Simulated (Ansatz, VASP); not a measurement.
## HfO2 (1T-HfO2 bilayer, AA) in two plane-wave programs

Wanted: the spread between two codes on one cell, functional and k mesh. Of the first pair: The structure shown is the start of the Ansatz relaxation below; VASP solves that cell, so the two are compared at the walk's first step.

Calculated with Ansatz 0.2.0; plane waves, with VASP 6.6.1 beside it; single point at PBE with D3(BJ).

## 1. Starting point

The cell holds 6 atoms: 4 O and 2 Hf. Its edges and angles: a = 3.240 Å, b = 3.240 Å, c = 46.837 Å, α = 90.0°, β = 90.0°, γ = 120.0°. Vacuum lies along c.

## 2. Ansatz: relaxation, PBE with D3(BJ)

Ansatz runs on its default PAW (the set named soft_2) files.

The two programs are compared at the cell with which this relaxation starts, whose forces are those of its first step.

Input file input.yaml:

```yaml
crystal:
  lattice:
    - [3.24, 0.0, 0.0]
    - [-1.62, 2.8059223083, 0.0]
    - [0.0, 0.0, 46.8371817536]
  atoms:
    - { symbol: O, position: [0.6666666667, 0.3333333333, 0.4152683674] }
    - { symbol: Hf, position: [0.0, 0.0, 0.4421550286] }
    - { symbol: O, position: [0.3333333333, 0.6666666667, 0.4690416898] }
    - { symbol: O, position: [0.6666666667, 0.3333333333, 0.5309583102] }
    - { symbol: Hf, position: [0.0, 0.0, 0.5578449714] }
    - { symbol: O, position: [0.3333333333, 0.6666666667, 0.5847316326] }
  periodic: [true, true, false]
kpoints:
  mp_grid: { grid: [12, 12, 1] }
hamiltonian:
  xc: pbe
  dispersion: d3bj
scf:
  occupations: { method: fermi_dirac, width: 0.05 }
  convergence: { dr2_threshold: 1.0e-09 }
relax:
  f_tol: 0.004
  max_steps: 90
  cell: {}
output:
  write_potential: true
  write_density: true
  volumetric_format: npy
```

The run is started by

```sh
$ ansatz run input.yaml --threads 2 --pin off --max-ram 3072MiB --backend cpu --events-out ev --progress --plain --runs-dir out
```

Numbers of over 12 decimals in the logs are rounded to 6 here.

The log of the run:

```text
Warning: relax.cell: scf.convergence.dr2_threshold = 1e-9 eV is looser than the 1.86484539682e-10 eV advised for a relaxation that steers and ends on the stress (1e-10 eV for each atom of the cell: 6, times the square of relax.cell.stress_2d_tol = 0.05 N/m over 17.9 Å (the atoms' height at the walk's start and 5 Å past either face), 2.788e-2 GPa, over a crystal's default 0.05). What an SCF threshold leaves in a stress goes as its square root, and in the free energy as the threshold itself, and one threshold admits the most on a small cell: [figures from the program's tests cut] Set scf.convergence.dr2_threshold to 1.86484539682e-10 eV or tighter. [rest of the remark cut]
Engine: ansatz 0.2.0, aarch64-unknown-linux-gnu
Pseudopotentials: kind: paw
Pseudopotential: O, paw, valence charge 6, recommended cutoff 420 eV (normal), O.paw.azcp
Pseudopotential: Hf, paw, valence charge 26, recommended cutoff 420 eV (normal), Hf.paw.azcp
Functional definition: PBE
  parameter kappa = 0.804
  parameter beta = 0.066725
  exchange = pbe_x(kappa = kappa, mu = beta*pi^2/3)
  correlation = pbe_c(beta = beta)
Crystal: 6 atoms, lattice volume = 425.806 Å³
Basis set: ecut = 420 eV, 8473 PW (Γ), exchange–correlation on 48×48×640 points (8 copies of the dense FFT grid, shifted against one another)
Bands: 46, of which v1, the nominal top of the filled ones, is band 38 counted from 1 (37 counted from 0)
Symmetry: 12 space group operations
Space group: P-3m1 (ITA 164), of the structure as read, at distance tolerance 7.5e-5 Å
k-points: 19 of 144
Non-local potential: O, projectors of the file, l = 0: 2, l = 1: 2, l = 2: 1
Non-local potential: Hf, projectors of the file, l = 0: 3, l = 1: 2, l = 2: 2, l = 3: 3
PAW form: soft (Blöchl's): semilocal exchange-correlation on the pseudo side does not see the compensation charge
PAW one-centre angular grid: O, 110 points (default); XC on 64 Gauss nodes
PAW one-centre angular grid: Hf, 590 points (default); XC on 64 Gauss nodes
Initial density: superposition of atomic densities (neutral atoms: chi_scale 0, normalization atom), corrected by the library's trained network
Initial wavefunctions: pseudopotential atomic-orbital guess
Functional: x = pbe(κ = 0.804, μ = 0.219515), c = pbe(β = 0.066725)
SCF iter   1: F=—  HF=-33720.284219 eV  |F-HF|=—  |Δ(HF+E_count)|=         —  Δρ=1.64e-3  dr2=1.40e-2  ethr=1.77e-3  ⟨swp⟩=11.2  Hψ=4989  notcnv=0  defer=9
preconditioner: auto → Resta (q_TF=auto, 2.047 Å⁻¹)  ε∞=1.8  [insulator: Δε(μ)=3.165 eV  Ē_g=17.060 eV  σ=0.050 eV  W_gap=1.00  n_scr=30 (ndim 8)  ℏωp=15.3 eV  f_vac=0.777  D(μ)=0.00/eV (n_scr^D=0)  ε∞_Penn≈1.8  vacuum switching on, ρ_ref=2.1e-2 e/Å³]
SCF iter   2: F=—  HF=-33720.286410 eV  |F-HF|=—  |Δ(HF+E_count)|=   2.19e-3  Δρ=1.79e-3  dr2=1.99e-2  ethr=1.84e-5  ⟨swp⟩=4.0  Hψ=2606  notcnv=0  defer=50
SCF iter   3: F=—  HF=-33720.284236 eV  |F-HF|=—  |Δ(HF+E_count)|=   2.17e-3  Δρ=6.35e-4  dr2=2.52e-3  ethr=1.84e-5  ⟨swp⟩=3.1  Hψ=1659  notcnv=0  defer=50
SCF iter   4: F=—  HF=-33720.284394 eV  |F-HF|=—  |Δ(HF+E_count)|=   1.59e-4  Δρ=3.83e-4  dr2=6.62e-4  ethr=3.32e-6  ⟨swp⟩=3.2  Hψ=1694  notcnv=0  defer=50
SCF iter   5: F=—  HF=-33720.284492 eV  |F-HF|=—  |Δ(HF+E_count)|=   9.81e-5  Δρ=8.50e-5  dr2=2.23e-5  ethr=8.72e-7  ⟨swp⟩=2.8  Hψ=1284  notcnv=0  defer=50
SCF iter   6: F=—  HF=-33720.284443 eV  |F-HF|=—  |Δ(HF+E_count)|=   4.96e-5  Δρ=2.88e-5  dr2=1.56e-6  ethr=2.93e-8  ⟨swp⟩=3.1  Hψ=1943  notcnv=0  defer=50
SCF iter   7: F=—  HF=-33720.284347 eV  |F-HF|=—  |Δ(HF+E_count)|=   9.62e-5  Δρ=1.03e-5  dr2=3.29e-7  ethr=2.05e-9  ⟨swp⟩=3.1  Hψ=1920  notcnv=0  defer=50
SCF iter   8: F=—  HF=-33720.284347 eV  |F-HF|=—  |Δ(HF+E_count)|=   5.66e-8  Δρ=5.09e-6  dr2=5.75e-8  ethr=4.32e-10  ⟨swp⟩=2.8  Hψ=1890  notcnv=0  defer=50
SCF iter   9: F=—  HF=-33720.284347 eV  |F-HF|=—  |Δ(HF+E_count)|=   1.34e-8  Δρ=1.61e-6  dr2=6.20e-9  ethr=7.56e-11  ⟨swp⟩=3.0  Hψ=1835  notcnv=0  defer=49
SCF iter  10: F=—  HF=-33720.284347 eV  |F-HF|=—  |Δ(HF+E_count)|=   2.47e-8  Δρ=4.34e-7  dr2=3.90e-10  ethr=1.32e-12  ⟨swp⟩=13.7  Hψ=8517  notcnv=0
SCF iter  11: F=-33720.284347 eV  HF=-33720.284347 eV  |F-HF|=8.00e-11  |Δ(HF+E_count)|=  6.55e-10  Δρ=2.70e-7  dr2=2.97e-10  ethr=1.00e-12  ⟨swp⟩=10.3  Hψ=6167  notcnv=0
SCF 1 converged in 11 iterations: F = -33720.284347 eV  dr2 = 2.97e-10
[...]
Initial wavefunctions: pseudopotential atomic-orbital guess (no wavefunctions were taken with the density)
iter 1 solved again at ethr=8.75e-8 eV; its pass at ethr=3.10e-3 eV (dr2=6.65e-5 eV) is discarded
SCF iter   1: F=—  HF=-33722.803615 eV  |F-HF|=—  |Δ(HF+E_count)|=         —  Δρ=8.88e-6  dr2=1.33e-8  ethr=8.75e-8  ⟨swp⟩=7.2  Hψ=10153  notcnv=0
eigensolver tolerance schedule: the retry pair's looser diagonalisation over-reported the residual by 5000.33 of it (diagonalisation noise at 0.16 of the residual, at the tolerance the schedule requests for it); recorded, not acted on — ethr = c·dr2/N_el stays at c = 1.0e-1
preconditioner: auto → Resta (q_TF=auto, 2.047 Å⁻¹)  ε∞=1.7  [insulator: Δε(μ)=4.698 eV  Ē_g=17.703 eV  σ=0.050 eV  W_gap=1.00  n_scr=30 (ndim 8)  ℏωp=15.3 eV  f_vac=0.798  D(μ)=0.00/eV (n_scr^D=0)  ε∞_Penn≈1.7  vacuum switching on, ρ_ref=2.3e-2 e/Å³]
SCF iter   2: F=—  HF=-33722.803698 eV  |F-HF|=—  |Δ(HF+E_count)|=   8.22e-5  Δρ=4.52e-6  dr2=9.30e-9  ethr=1.75e-11  ⟨swp⟩=6.2  Hψ=3616  notcnv=0
SCF iter   3: F=—  HF=-33722.803725 eV  |F-HF|=—  |Δ(HF+E_count)|=   2.78e-5  Δρ=2.76e-6  dr2=1.32e-9  ethr=1.22e-11  ⟨swp⟩=3.4  Hψ=1843  notcnv=0
SCF iter   4: F=-33722.803756 eV  HF=-33722.803750 eV  |F-HF|=5.69e-6  |Δ(HF+E_count)|=   2.50e-5  Δρ=8.24e-7  dr2=3.88e-10  ethr=1.32e-12  ⟨swp⟩=24.3  Hψ=9141  notcnv=0
SCF 9 converged in 4 iterations: F = -33722.803756 eV  dr2 = 3.88e-10
relax step   9: F+E_penalty+E_count = -33722.80375615 eV  Δ(F+E_penalty+E_count) = -1.877e-4 eV  max|allowed force component| = 1.286e-3 eV/Å  Δτ_max = 0.0000 Å  P = +0.034 N/m  Ω = 426.042 Å³  fix = [c, alpha, beta]  reactions: c +0.000 N/m  stress off target by 3.40e-2 N/m on what of the cell is left free  SCF on the basis re-selected at this cell (its energy is not comparable with the rows above)  (4 SCF iters)
basis re-selected at this cell: Δ(F+E_penalty+E_count) = -1.877e-4 eV, ΔP = +0.020 N/m vs the last step (what re-selecting the basis moved, of the pressure what is left beyond the Pulay correction that the steps carried, after the strain that the cell walked since its last selection, with what the two solves' SCF thresholds leave and, on support functions, any second-order correction that the steps lacked; it is no m [...]
WARN: The output density's exchange-correlation potential varies sharply where the density is thin. Do not read a vacuum level from v_tot or v_xc, or from such a field of the output density. On a cell that repeats whose density bears no net charge and no dipole along the vacuum's axis use v_es (v_loc + v_h of the components); under efield.dipole_correction with no amplitude use v_es + v_field, which holds any externa [...]
SCF converged after 4 iterations
Free energy (F): -33722.803756 eV
Harris-Foulkes:  -33722.803750 eV  (|F-HF|=5.69e-6)
Internal energy: -33722.803756 eV  (E = F + TS)
E sigma→0 (E₀):  -33722.803756 eV
Fermi energy:    -5.452913 eV
--- Per-component energies (eV) ---
  E_band       = -1635.275506
  E_kinetic    = 1540.839432
  E_local      = -525716.494146  (includes V_loc(G=0)·N_el)
  E_nonlocal   = -2294.049398
  E_hartree    = 261517.767381
  E_xc         = -894.349680
  E_vxc        = -907.725468  (∫ρ·V_xc dr)
  E_paw        = -14486.673604  (= ΣΔE_a)
  E_vpaw       = 2706.608231  (= ΣTr[D̂ρ^β])
  E_aug_tail   = 0.009845  (compensation charges beyond the density's cutoff)
  E_ewald      = 246610.992756
  E_disp       = -0.846342  (pairwise vdW)
  E_smearing   = -0.000000  (= −TS)
  E_closure    = -0.000000  (closes the sum)
  Σ components = -33722.803756   (vs F -33722.803756, Δ=0.00e0)
--- Forces (eV/Å), atoms counted from 1 ---
  atom   1  O     -0.00000000    -0.00000000    -0.00128561
  atom   2  Hf     0.00000000     0.00000000    -0.00063673
  atom   3  O      0.00000000     0.00000000     0.00079712
  atom   4  O     -0.00000000    -0.00000000    -0.00079712
  atom   5  Hf    -0.00000000    -0.00000000     0.00063673
  atom   6  O      0.00000000     0.00000000     0.00128561
  max |Σ_I F_I| component: 9.40e-18 eV/Å
--- 2D stress c σ (N/m, compression-positive) ---
        0.033957       0.000000      -0.000000
        0.000000       0.033957      -0.000000
       -0.000000      -0.000000       0.000000
  P = ½ c Tr σ = 0.0340 N/m
--- Band table (eV; the first three rows and the last of 19) ---
  k-point 0: bands = [... 34 lower, -8.0995, -8.0995, -8.0673, -8.0673, -2.7362, -2.7362, -2.6965, -2.6965, ... 4 higher]
  k-point 1: bands = [... 34 lower, -8.3600, -8.2056, -8.1664, -8.0520, -2.7532, -2.7049, -2.5696, -2.5310, ... 4 higher]
  k-point 2: bands = [... 34 lower, -8.4543, -8.4035, -8.2490, -7.9249, -2.8460, -2.7350, -2.1448, -2.1096, ... 4 higher]
  k-point 18: bands = [... 34 lower, -8.9108, -8.9108, -8.6113, -8.4575, -2.9955, -2.6010, -1.4915, -1.4915, ... 4 higher]
  ° read free of the cell's end (the report's vacuum.weakly_bound_levels)
--- Relaxed structure (8 steps of the walk, 7 accepted, 1 SCFs on fresh bases) ---
  F+E_penalty+E_count = -33722.80375615 eV   max|allowed force component| = 1.286e-3 eV/Å   (the final SCF, on the basis selected at the relaxed cell)
  cell:  # Å, volume = 426.0420 Å³
    - [3.240899, 0, 0]
    - [-1.620450, 2.806701, 0]
    - [0, 0, 46.8371817536]
  atoms:
    - { symbol: O, position: [0.666667, 0.333333, 0.429039] }
    - { symbol: Hf, position: [-4.105069175752557e-18, 0, 0.449828] }
    - { symbol: O, position: [0.333333, 0.666667, 0.470576] }
    - { symbol: O, position: [0.666667, 0.333333, 0.529424] }
    - { symbol: Hf, position: [4.105069175752557e-18, 0, 0.550172] }
    - { symbol: O, position: [0.333333, 0.666667, 0.570961] }
```

Reading the cycles: dr2 is the Hartree energy of the density residual (eV), the measure of convergence; HF is the Harris–Foulkes estimate of the energy, which meets the free energy F at convergence.

## 3. VASP: single point, PBE with D3(BJ), start cell, pair 1

The same cell, functional, mesh and smearing now go to VASP, with its own data sets.

Lines of VASP's logs that name or quote its potential files are left out, and so is its time.

Input file INCAR:

```
SYSTEM = HfO2
PREC = Accurate
ENCUT = 520
EDIFF = 1E-06
NELM = 120
ISMEAR = -1
SIGMA = 0.05
LREAL = .FALSE.
ALGO = Normal
GGA = PE
IVDW = 12
NBANDS = 28
LASPH = .TRUE.
LORBIT = 11
LWAVE = .FALSE.
LCHARG = .FALSE.
ISIF = 2
LDIPOL = .TRUE.
IDIPOL = 3
DIPOL = 0.5 0.5 0.5
LVHAR = .TRUE.
GGA_COMPAT = .FALSE.
EFERMI = MIDGAP
NELMDL = -8
KPAR = 2
```

Input file POSCAR:

```
HfO2
1.0
    3.2400000000      0.0000000000      0.0000000000
   -1.6200000000      2.8059220000      0.0000000000
    0.0000000000      0.0000000000     46.8371820000
O Hf
4 2
Direct
    0.6666666667      0.3333333333      0.4152683652
    0.3333333333      0.6666666667      0.4690416900
    0.6666666667      0.3333333333      0.5309583100
    0.3333333333      0.6666666667      0.5847316348
    0.0000000000      0.0000000000      0.4421550276
    0.0000000000      0.0000000000      0.5578449724
```

Input file KPOINTS:

```
Automatic mesh
0
Gamma
12 12 1
0 0 0
```

The projector-augmented-wave data sets are O and Hf_pv (PBE family, release 64).

The run is started by

```sh
$ mpirun -np 2 vasp_std
```

The log of the run:

```text
[banner, memory and clock lines left out]
running    2 mpi-ranks, on    1 nodes
 distrk:  each k-point on    1 cores,    2 groups
 distr:  one band on    1 cores,    1 groups

 POSCAR found type information on POSCAR O Hf
 POSCAR found :  2 types and       6 ions
 LDA part: xc-table for (Slater+PW92), standard interpolation
 POSCAR, INCAR and KPOINTS ok, starting setup
 FFT: planning ... GRIDC
 FFT: planning ... GRID_SOFT
 FFT: planning ... GRID
 WAVECAR not read
 entering main loop
       N       E                     dE             d eps       ncg     rms          rms(c)
DAV:   1     0.353002491607E+03    0.35300E+03   -0.20108E+04  1360   0.120E+03
DAV:   2    -0.135815894319E+01   -0.35436E+03   -0.34404E+03  1496   0.272E+02
DAV:   3    -0.655134091818E+02   -0.64155E+02   -0.63704E+02  1236   0.115E+02
DAV:   4    -0.676501387300E+02   -0.21367E+01   -0.21306E+01  1396   0.230E+01
DAV:   5    -0.676845329807E+02   -0.34394E-01   -0.34371E-01  1380   0.275E+00
DAV:   6    -0.676855551788E+02   -0.10222E-02   -0.10220E-02  1456   0.465E-01
DAV:   7    -0.676855990757E+02   -0.43897E-04   -0.43895E-04  1408   0.803E-02
DAV:   8    -0.676856012521E+02   -0.21763E-05   -0.21764E-05  1360   0.181E-02    0.548E+01
DAV:   9    -0.578122165173E+02    0.98734E+01   -0.71236E+01  1204   0.404E+01    0.567E+01
DAV:  10    -0.574828566057E+02    0.32936E+00   -0.42094E+00  1284   0.115E+01    0.550E+01
DAV:  11    -0.570468212999E+02    0.43604E+00   -0.15249E+00  1192   0.679E+00    0.657E+00
DAV:  12    -0.570190627374E+02    0.27759E-01   -0.24075E-01  1316   0.284E+00    0.108E+01
DAV:  13    -0.570135105712E+02    0.55522E-02   -0.90059E-03  1352   0.632E-01    0.847E+00
DAV:  14    -0.570057813603E+02    0.77292E-02   -0.16086E-02  1244   0.660E-01    0.535E+00
[...]
DAV:  24    -0.570036567400E+02   -0.25003E-04   -0.31253E-06   996   0.728E-03    0.206E-02
DAV:  25    -0.570036625929E+02   -0.58529E-05   -0.52154E-07   640   0.409E-03    0.312E-03
DAV:  26    -0.570036688494E+02   -0.62565E-05   -0.22474E-07   588   0.236E-03    0.452E-03
DAV:  27    -0.570036747961E+02   -0.59467E-05   -0.98822E-08   588   0.156E-03    0.593E-04
DAV:  28    -0.570036770774E+02   -0.22813E-05   -0.61613E-08   556   0.120E-03    0.158E-03
DAV:  29    -0.570036797154E+02   -0.26381E-05   -0.65389E-08   580   0.846E-04    0.236E-04
DAV:  30    -0.570036808614E+02   -0.11460E-05   -0.39769E-08   560   0.601E-04    0.280E-04
DAV:  31    -0.570036812779E+02   -0.41649E-06   -0.18254E-08   560   0.408E-04
   1 F= -.57766974E+02 E0= -.57766974E+02  d E =-.138776E-13
```

Parts of OUTCAR (step 3):

```text
ion  position               nearest neighbor table
   1  0.667  0.333  0.415-   5 2.25   5 2.25   5 2.25
   2  0.333  0.667  0.469-   5 2.25   5 2.25   5 2.25
   3  0.667  0.333  0.531-   6 2.25   6 2.25   6 2.25
   4  0.333  0.667  0.585-   6 2.25   6 2.25   6 2.25
   5  0.000  0.000  0.442-   2 2.25   1 2.25   2 2.25   1 2.25   2 2.25   1 2.25
   6  0.000  0.000  0.558-   3 2.25   4 2.25   3 2.25   4 2.25   3 2.25   4 2.25

  LATTYP: Found a hexagonal cell.
 ALAT       =     3.2400000000
 C/A-ratio  =    14.4559203704

 Subroutine GETGRP returns: Found 12 space group operations
 (whereof 12 operations were pure point group operations)

The static configuration has the point symmetry D_3d.

 Found     19 irreducible k-points:

   k-points           NKPTS =     19   k-points in BZ     NKDIM =     19   number of bands    NBANDS=     28

   dimension x,y,z NGX =    24 NGY =   24 NGZ =  350
   dimension x,y,z NGXF=    48 NGYF=   48 NGZF=  700

   ENCUT  =  520.0 eV  38.22 Ry    6.18 a.u.   6.02  6.02 87.09*2*pi/ulx,y,z

   NELECT =      44.0000    total number of electrons

 k-points in reciprocal lattice and weights: Automatic mesh
   0.00000000  0.00000000  0.00000000       0.007
   0.08333333  0.00000000  0.00000000       0.042
   0.16666667  0.00000000  0.00000000       0.042
   0.25000000  0.00000000  0.00000000       0.042
   0.33333333  0.00000000  0.00000000       0.042
   0.41666667  0.00000000  0.00000000       0.042
   0.50000000  0.00000000  0.00000000       0.021
   0.08333333  0.08333333  0.00000000       0.042
   0.16666667  0.08333333  0.00000000       0.083
[...]
0.33333333  0.25000000  0.00000000       0.083
   0.33333333  0.33333333  0.00000000       0.014

 dipolmoment           0.000000      0.000000     -0.000000 electrons x Angstroem

 average (electrostatic) potential at core
       1 -80.0267       2 -80.0288       3 -80.0288       4 -80.0267       5 -48.3862
       6 -48.3862

 E-fermi :  -5.2858

 k-point     1 :       0.0000    0.0000    0.0000
  band No.  band energies     occupation
    ...
     18      -7.0621      2.00000
     19      -6.9434      2.00000
     20      -6.9434      2.00000
     21      -6.9250      2.00000
     22      -6.9250      2.00000
     23      -2.4530      0.00000
     24      -2.4530      0.00000
     25      -2.4448      0.00000
     26      -2.4448      0.00000
     27      -1.9137      0.00000
    ...

 k-point     2 :       0.0833    0.0000    0.0000
  band No.  band energies     occupation
    ...
     18      -7.2217      2.00000
     19      -7.1947      2.00000
     20      -7.0266      2.00000
     21      -7.0046      2.00000
     22      -6.9736      2.00000
     23      -2.5609      0.00000
     24      -2.5488      0.00000
     25      -2.3126      0.00000
     26      -2.3050      0.00000
     27      -1.8680      0.00000
    ...

 k-point     3 :       0.1667    0.0000    0.0000
  band No.  band energies     occupation
    ...
     18      -7.8144      2.00000
     19      -7.2159      2.00000
     20      -7.1879      2.00000
     21      -7.0778      2.00000
     22      -6.8797      2.00000
     23      -2.8408      0.00000
     24      -2.8202      0.00000
     25      -1.9345      0.00000
     26      -1.9280      0.00000
     27      -1.7550      0.00000
    ...

 Edisp (eV)   -0.76329

  Total      -9.72340    -9.72340   -21.59565     0.00000     0.00000     0.00000
  in kB     -36.58621   -36.58620   -81.25788     0.00000     0.00000     0.00000
  external pressure =      -51.48 kB  Pullay stress =        0.00 kB

  energy-cutoff  :      520.00
  volume of cell :      425.81
      direct lattice vectors                 reciprocal lattice vectors
     3.240000000  0.000000000  0.000000000     0.308641975  0.178194547  0.000000000
    -1.620000000  2.805922000  0.000000000     0.000000000  0.356389094  0.000000000
     0.000000000  0.000000000 46.837182000     0.000000000  0.000000000  0.021350559

 POSITION                                       TOTAL-FORCE (eV/Angst)
 -----------------------------------------------------------------------------------
      1.62000      0.93531     19.45000         0.000000     -0.000000      4.212487
     -0.00000      1.87061     21.96859        -0.000000     -0.000000     -4.200442
      1.62000      0.93531     24.86859         0.000000      0.000000      4.200442
     -0.00000      1.87061     27.38718        -0.000000     -0.000000     -4.212487
      0.00000      0.00000     20.70930         0.000000      0.000000      0.045680
      0.00000      0.00000     26.12789         0.000000      0.000000     -0.045680
 -----------------------------------------------------------------------------------
    total drift:                                0.000000      0.000000     -0.000000

  FREE ENERGIE OF THE ION-ELECTRON SYSTEM (eV)
  ---------------------------------------------------
  free  energy   TOTEN  =       -57.7669735748 eV

  energy  without entropy=      -57.7669735748  energy(sigma->0) =      -57.76697357

 vacuum level on the upper side and lower side of the slab         1.930         1.930

 total charge
# of ion       s       p       d       tot
------------------------------------------
    1        1.572   3.357   0.000   4.929
    2        1.572   3.357   0.000   4.929
    3        1.572   3.357   0.000   4.929
    4        1.572   3.357   0.000   4.929
    5        0.286   6.493   1.294   8.073
    6        0.286   6.493   1.294   8.073
--------------------------------------------------
tot          6.861  26.413   2.588  35.862

[... 3 further parts left out ...]
```

[end of part 1 of 2]

[Lines on the potential files, build, host, timing and source positions are cut from VASP's logs without a mark.]

[Logs are printed without paths, hosts, clocks, repeated set-up lines and the standing remarks that a program may print on its own settings, such as how far it seeks lower states.]

[Hosts, paths, dates, database ids (printed as entryN), source tags and the programs' standing remarks are cut or masked in the printed files.]
